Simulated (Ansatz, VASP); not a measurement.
# One calculation of Ga3BO3, two programs

INCAR

```
  PREC = Accurate
  ENCUT = 600
  EDIFF = 1E-6
  ISMEAR = 0
  SIGMA = 0.1
  LREAL = F
  LASPH = T
  NELM = 100
  ALGO = Normal
  ISIF = 3
  LWAVE = F
  LCHARG = F
  GGA = PE
  IBRION = 2
  NSW = 90
  EDIFFG = -0.04
```

The input KPOINTS:

```
Automatic mesh
0
Gamma
  4 4 4
```

Contents of POSCAR:

```
Ga3BO3
1.0
    4.5337374400      0.0000000000      0.0000000000
    0.0000000000      4.5337374400      0.0000000000
    0.0000000000      0.0000000000      4.5337374400
Ga B O
3 1 3
Direct
    0.5000000000      0.0000000000      0.0000000000
    0.0000000000      0.5000000000      0.0000000000
    0.0000000000      0.0000000000      0.5000000000
    0.0000000000      0.0000000000      0.0000000000
    0.0000000000      0.5000000000      0.5000000000
    0.5000000000      0.0000000000      0.5000000000
    0.5000000000      0.5000000000      0.0000000000
```

Input for Ansatz:

```yaml
crystal:
  lattice:
    - [4.53373744, 0.0, 0.0]
    - [0.0, 4.53373744, 0.0]
    - [0.0, 0.0, 4.53373744]
  atoms:
    - { symbol: Ga, position: [0.5, 0.0, 0.0] }
    - { symbol: Ga, position: [0.0, 0.5, 0.0] }
    - { symbol: Ga, position: [0.0, 0.0, 0.5] }
    - { symbol: B, position: [0.0, 0.0, 0.0] }
    - { symbol: O, position: [0.0, 0.5, 0.5] }
    - { symbol: O, position: [0.5, 0.0, 0.5] }
    - { symbol: O, position: [0.5, 0.5, 0.0] }
basis:
  ecutwfc: 420
kpoints:
  mp_grid: { grid: [4, 4, 4] }
hamiltonian:
  xc: pbe
scf:
  occupations: { method: gaussian, width: 0.1 }
  lower_state_search: "off"
output:
  forces: true
  stress: true
  eigenvalues: true
relax:
  adjacent_minimum: "off"
  f_tol: 0.04
  max_steps: 70
  cell: { stress_tol: 0.4 }
```

Alike in both runs: task relaxation of cell and atoms; functional PBE; k mesh 4 × 4 × 4; occupations gaussian, width 0.1 eV; no spin polarisation.

|  | VASP | Ansatz |
| --- | --- | --- |
| version | VASP 6.6.1 | Ansatz 0.2.0 |
| potentials or method | VASP PAW PBE potentials, release 64 (Ga_d, B, O) | scalar-relativistic, plane waves, PAW |
| plane-wave cutoff (eV) | 600 | 420 |
| valence electrons in the cell | 60 | 60 |

```csv
,VASP,Ansatz,Ansatz less VASP
"gap on the k mesh at the Fermi level, each at its own relaxed structure (eV)",none,none,-
relaxed volume (Å³/atom),11.01,10.98,-0.029
relaxed cell length with the largest relative difference (Å),4.255,4.251,-0.0037
energy change over the relaxation (meV/atom),-153,-156,-2.8
```

A gap of «none» marks a metal or a gap that the smearing closes.

Caveats: the volume moved by over 15 % at a fixed basis, so the end points are rough (VASP).
